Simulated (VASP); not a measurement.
Method: revPBE GGA, VASP's PBE PAW potentials (set 64) (plane waves; VASP 6.6.1).

A VASP calculation is set up with these files.

### INCAR
```
SYSTEM = Ir
PREC = Accurate
ENCUT = 520
EDIFF = 1E-7
NELM = 100
ALGO = Normal
LREAL = .FALSE.
LASPH = .TRUE.
ISMEAR = 1
SIGMA = 0.1
GGA = RE
LMAXMIX = 6
LWAVE = .FALSE.
LCHARG = .FALSE.
ISIF = 2
```

POSCAR:
```
Ir
1.0
  0.0000000000   1.9605705394   1.9605705394
  1.9605705394   0.0000000000   1.9605705394
  1.9605705394   1.9605705394   0.0000000000
Ir
1
Cart
  0.0000000000   0.0000000000   0.0000000000
```

File KPOINTS:
```
K-points
0
gamma
16 16 16
0 0 0
```

POTCAR, in this order: Ir (PBE.64 set). Program: vasp_std.

Unless said otherwise, spin-orbit coupling is left out, though it shifts the bands of the heavy elements here.

Problem. Predict the energy per atom (σ→0), pressure, band gap (on the k-mesh).

Solution. 
| Property | Value |
|---|---|
| energy per atom (σ→0) | -800.7 kJ/mol of atoms |
| band gap (on the k-mesh) | none (metal, semimetal or under 0.01 eV) |
| pressure | -8.93 GPa |

**OSZICAR**
```
...
DAV:   5    -0.884656485775E+01   -0.20437E-04   -0.20437E-04  3424   0.823E-02    0.127E+01
DAV:   6    -0.837833360884E+01    0.46823E+00   -0.10846E+00  2688   0.145E+01    0.515E+00
DAV:   7    -0.830395144350E+01    0.74382E-01   -0.28853E-01  3032   0.694E+00    0.161E+00
DAV:   8    -0.829862551231E+01    0.53259E-02   -0.23811E-03  2616   0.759E-01    0.285E-01
DAV:   9    -0.829840493576E+01    0.22058E-03   -0.33066E-04  3168   0.290E-01    0.173E-02
DAV:  10    -0.829841254594E+01   -0.76102E-05   -0.35760E-06  3000   0.196E-02    0.195E-03
DAV:  11    -0.829841263691E+01   -0.90977E-07   -0.58226E-08  2840   0.298E-03
   1 F= -.82984126E+01 E0= -.82983077E+01  d E =-.314862E-03
```

The compound is Ir in the fcc structure. This cell is one point of a volume scan, at 1.03 of the reference volume.
